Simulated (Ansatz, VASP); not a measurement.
# KPt in VASP and in Ansatz

```
Pt K
1.0
     3.00085    0.00000    0.00000
    -1.50042    2.59881    0.00000
     0.00000    0.00000    5.34558
Pt K
1 1
Direct
  0.66667 0.33333 0.00000
  0.00000 0.00000 0.50000
```

The cell comes from a database or a generator and needn't be the stable form of this composition.

Alike in both runs: task single point; functional PBEsol; k mesh 10 × 10 × 5; occupations gaussian, width 0.02 eV; no spin polarisation.

|  | VASP | Ansatz |
| --- | --- | --- |
| version | VASP 6.6.1 | Ansatz 0.2.0 |
| potentials or method | VASP PAW PBE potentials, release 64 (Pt, K_pv) | Ansatz PAW |
| plane-wave cutoff (eV) | 500 | 420 |
| valence electrons in the cell | 17 | 27 |

Ansatz gave:

* gap on the k mesh at the Fermi level (eV): none
* pressure (GPa): -4.1
* largest component of the traceless stress (GPa): 1.33

Problem. Which values does VASP return?

Solution. gap on the k mesh at the Fermi level (eV): none; pressure (GPa): -2.6; largest component of the traceless stress (GPa): 1.60.

A gap of «none» marks a metal or a gap that the smearing closes. The two sets of potentials don't hold the same shells in valence.

Caveats: the PAW data sets were made with another functional, which shifts forces and pressure a little (VASP); the PAW data sets come from PBE, with cores solved anew for the run's functional, which leaves a small shift of forces and pressure (Ansatz). Spin-orbit coupling is left out, which matters for the levels of Pt.
